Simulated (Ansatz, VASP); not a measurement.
# Ga2O3 (glassy Ga2O3) in two plane-wave programs, part 2 of 2

Aim: how closely do two programs agree when they are given the same cell, functional and k mesh? The cell is taken from a series of runs on this material, whose earlier steps may have relaxed, scaled, displaced or heated it; both programs get it as it stands.

VASP 6.6.1 and Ansatz 0.2.0.

So far. Step 2 (VASP: single point, PBE, pair 1): The run ends at a pressure of -11.69 GPa, with forces up to 2.3 eV/Å.

### 5. Ansatz: single point, PBE, pair 2

Level of this step: Ansatz beside VASP: Kohn-Sham DFT, plane waves, PBE (Ansatz).

A single point gives forces, pressure and levels at one fixed geometry, so differences don't come from the geometry; what else differs is listed under the comparison.

The cell is taken from a series of runs on this material, whose earlier steps may have relaxed, scaled, displaced or heated it; both programs get it as it stands.

input.yaml reads:

```yaml
crystal:
  lattice:
    - [11.0541, 0.0, 0.0]
    - [0.0, 11.0541, 0.0]
    - [0.0, 0.0, 11.0541]
  atoms:
    - { symbol: Ga, position: [0.40652, 0.68929, 0.64533] }
    - { symbol: Ga, position: [0.44452, 0.26461, 0.06912] }
    - { symbol: Ga, position: [0.05381, 0.45388, 0.81279] }
    - { symbol: Ga, position: [0.68769, 0.98726, 0.30172] }
    - { symbol: Ga, position: [0.21123, 0.71509, 0.84515] }
    - { symbol: Ga, position: [0.51732, 0.90279, 0.5651] }
    - { symbol: Ga, position: [0.5177, 0.62821, 0.98923] }
    - { symbol: Ga, position: [0.36602, 0.44497, 0.7466] }
    - { symbol: Ga, position: [0.7616, 0.79036, 0.50989] }
    - { symbol: Ga, position: [0.41999, 0.87144, 0.87097] }
    - { symbol: Ga, position: [0.78982, 0.48216, 0.97282] }
    - { symbol: Ga, position: [0.0375, 0.18133, 0.62408] }
    - { symbol: Ga, position: [0.18212, 0.21779, 0.85918] }
    - { symbol: Ga, position: [0.02001, 0.65235, 0.06132] }
    - { symbol: Ga, position: [0.75794, 0.81892, 0.03553] }
    - { symbol: Ga, position: [0.31126, 0.78613, 0.1324] }
    - { symbol: Ga, position: [0.03742, 0.87699, 0.22187] }
    - { symbol: Ga, position: [0.69333, 0.45857, 0.21069] }
    - { symbol: Ga, position: [0.64445, 0.52252, 0.72971] }
    - { symbol: Ga, position: [0.95452, 0.28277, 0.0539] }
    - { symbol: Ga, position: [0.27022, 0.99685, 0.66227] }
    - { symbol: Ga, position: [0.97893, 0.44634, 0.2764] }
    - { symbol: Ga, position: [0.95467, 0.1351, 0.3308] }
    - { symbol: Ga, position: [0.56011, 0.49128, 0.46974] }
    - { symbol: Ga, position: [0.25313, 0.48767, 0.46754] }
    - { symbol: Ga, position: [0.99731, 0.9248, 0.53442] }
    - { symbol: Ga, position: [0.9995, 0.95455, 0.84264] }
    - { symbol: Ga, position: [0.82808, 0.26179, 0.78933] }
    - { symbol: Ga, position: [0.21128, 0.21278, 0.35102] }
    - { symbol: Ga, position: [0.40936, 0.23299, 0.56512] }
[... 79 atom lines left out ...]
    - { symbol: O, position: [0.85216, 0.54218, 0.21484] }
    - { symbol: O, position: [0.05162, 0.82871, 0.38295] }
    - { symbol: O, position: [0.69634, 0.98419, 0.07496] }
    - { symbol: O, position: [0.14237, 0.78317, 0.11516] }
    - { symbol: O, position: [0.98773, 0.56743, 0.70317] }
    - { symbol: O, position: [0.97322, 0.02927, 0.69076] }
kpoints:
  mp_grid: { grid: [1, 1, 1] }
hamiltonian:
  xc: pbe
scf:
  occupations: { method: fixed }
output:
  forces: true
  stress: true
  populations: true
  dos:
    method: { smearing: { sigma: 0.15 } }
    de: 0.1
    projected: { site_lists: { Ga: [Ga], O: [O] } }
  eigenvalues: true
  write_density: true
  write_potential: true
  volumetric_format: npy
```

The run is started by

```bash
ansatz run input.yaml --threads 4 --pin off --max-ram 8192MiB --backend cpu --events-out ev --progress --plain --runs-dir out
```

Numbers of over 12 decimals in the logs are rounded to 6 here.

The log of the run:

```text
[...]
Crystal: 115 atoms, lattice volume = 1350.735 Å³
Basis set: ecut = 420 eV, 26529 PW (Γ), exchange–correlation on 150×150×150 points (8 copies of the dense FFT grid, shifted against one another)
Bands: 621, of which v1, the nominal top of the filled ones, is band 506 counted from 1 (505 counted from 0)
Symmetry: 1 space group operations
[...]
k-points: 1
[...]
--- Löwdin populations: 115 sites ---
  site symbol       q [e]
     0     Ga     11.9647
     1     Ga     11.9634
     2     Ga     11.9800
     3     Ga     11.9867
     4     Ga     11.9598
     5     Ga     11.9967
     6     Ga     11.9803
     7     Ga     11.9820
[...]
111      O      6.6263
   112      O      6.6492
   113      O      6.6429
   114      O      6.6561
  spilling = 0.003151 (of n_electrons = 1012.000000)
[key lines of the parts left out:]
SCF converged after 10 iterations
Free energy (F): -213192.268756 eV
Fermi energy:    7.228225 eV
P = ⅓ Tr σ = -4.5976 GPa (-45.976 kbar)
```

### 6. VASP: single point, PBE, pair 2

The same cell, functional and mesh now go to VASP, with its own data sets.

INCAR reads:

```
SYSTEM = Ga2O3
PREC = Accurate
ENCUT = 600
EDIFF = 1E-06
NELM = 120
ISMEAR = 0
SIGMA = 0.01
LREAL = Auto
ALGO = Normal
GGA = PE
NBANDS = 592
LORBIT = 11
LWAVE = .FALSE.
LCHARG = .FALSE.
ISIF = 2
LASPH = .TRUE.
GGA_COMPAT = .FALSE.
EFERMI = MIDGAP
NCORE = 4
```

POSCAR reads:

```
Ga2O3
1.0
   11.0541000000      0.0000000000      0.0000000000
    0.0000000000     11.0541000000      0.0000000000
    0.0000000000      0.0000000000     11.0541000000
Ga O
46 69
Direct
    0.4065200000      0.6892900000      0.6453300000
    0.4445200000      0.2646100000      0.0691200000
    0.0538100000      0.4538800000      0.8127900000
    0.6876900000      0.9872600000      0.3017200000
    0.2112300000      0.7150900000      0.8451500000
    0.5173200000      0.9027900000      0.5651000000
    0.5177000000      0.6282100000      0.9892300000
    0.3660200000      0.4449700000      0.7466000000
    0.7616000000      0.7903600000      0.5098900000
    0.4199900000      0.8714400000      0.8709700000
    0.7898200000      0.4821600000      0.9728200000
    0.0375000000      0.1813300000      0.6240800000
    0.1821200000      0.2177900000      0.8591800000
    0.0200100000      0.6523500000      0.0613200000
    0.7579400000      0.8189200000      0.0355300000
    0.3112600000      0.7861300000      0.1324000000
    0.0374200000      0.8769900000      0.2218700000
    0.6933300000      0.4585700000      0.2106900000
    0.6444500000      0.5225200000      0.7297100000
    0.9545200000      0.2827700000      0.0539000000
    0.2702200000      0.9968500000      0.6622700000
    0.9789300000      0.4463400000      0.2764000000
    0.9546700000      0.1351000000      0.3308000000
    0.5601100000      0.4912800000      0.4697400000
    0.2531300000      0.4876700000      0.4675400000
    0.9973100000      0.9248000000      0.5344200000
    0.9995000000      0.9545500000      0.8426400000
    0.8280800000      0.2617900000      0.7893300000
    0.2112800000      0.2127800000      0.3510200000
    0.4093600000      0.2329900000      0.5651200000
[... 79 atom lines left out ...]
    0.8521600000      0.5421800000      0.2148400000
    0.0516200000      0.8287100000      0.3829500000
    0.6963400000      0.9841900000      0.0749600000
    0.1423700000      0.7831700000      0.1151600000
    0.9877300000      0.5674300000      0.7031700000
    0.9732200000      0.0292700000      0.6907600000
```

KPOINTS reads:

```
Automatic mesh
0
Gamma
1 1 1
0 0 0
```

Potentials, in the order of the species: Ga_d and O (PBE family, release 64).

The run is started by

```bash
mpirun -np 16 vasp_gam
```

The log of the run:

```text
[... set-up lines as in an earlier step ...]
 entering main loop
       N       E                     dE             d eps       ncg     rms          rms(c)
DAV:   1     0.316803496820E+05    0.31680E+05   -0.37918E+05  1208   0.385E+03
DAV:   2     0.763593162085E+04   -0.24044E+05   -0.22859E+05  1184   0.115E+03
DAV:   3     0.502435137299E+03   -0.71335E+04   -0.67073E+04  1464   0.414E+02
DAV:   4    -0.646388895515E+03   -0.11488E+04   -0.11134E+04  1312   0.167E+02
[...]
DAV:  19    -0.667525787830E+03   -0.36959E-06   -0.24524E-05  1592   0.329E-02    0.300E-03
DAV:  20    -0.667525791352E+03   -0.35217E-05   -0.41330E-05  1232   0.166E-02    0.379E-03
DAV:  21    -0.667525791097E+03    0.25450E-06   -0.30068E-06   920   0.115E-02
   1 F= -.66752579E+03 E0= -.66752579E+03  d E =0.000000E+00
```

Parts of OUTCAR (step 6):

```text
  FREE ENERGIE OF THE ION-ELECTRON SYSTEM (eV)
  ---------------------------------------------------
  free  energy   TOTEN  =      -667.5257910971 eV

  energy  without entropy=     -667.5257910971  energy(sigma->0) =     -667.52579110
```

The run ends at a pressure of -4.22 GPa, with forces up to 0.062 eV/Å.

### 7. Comparison

What differs besides the data sets and the points named for the pairs above, as far as they apply: the cutoff is 420 eV in Ansatz and 600 eV in VASP (PREC = Accurate, projectors in real space). Total energies have different zeros and are not compared.

Both answers:

| quantity | Ansatz | VASP | difference |
| --- | --- | --- | --- |
| pressure (GPa) | -4.60 | -4.22 | -0.38 |
| gap on the k mesh (eV) | 0.863 | 0.839 | +0.024 |

At this near-relaxed geometry the largest component of a force difference is 50 meV/Å. A gap on the mesh is an upper bound, since the band edges may lie between its points.

### 8. What came out

| Quantity | Value |
| --- | --- |
| r.m.s. force difference (single point, PBE, pair 1) | 3.0 % of the r.m.s. force |
| r.m.s. force difference (single point, PBE, pair 2) | 17 meV/Å |

**Reading.** The r.m.s. force difference is 17 meV/Å (single point, PBE, pair 2), beyond the 12 meV/Å picked in this series as the mark of a large difference. What causes the difference of the single point, PBE, pair 1 pair stays open here. What causes the difference of the single point, PBE, pair 2 pair stays open here. Such differences can come from data sets, numerical settings and the points named under the comparisons, not from the functional's error against experiment.

[Lines on the potential files, build, host, timing and source positions are cut from VASP's logs without a mark.]

[Logs are printed without paths, hosts, clocks, repeated set-up lines and the standing remarks that a program may print on its own settings, such as how far it seeks lower states.]

[Hosts, paths, dates, database ids (printed as entryN), source tags and the programs' standing remarks are cut or masked in the printed files.]
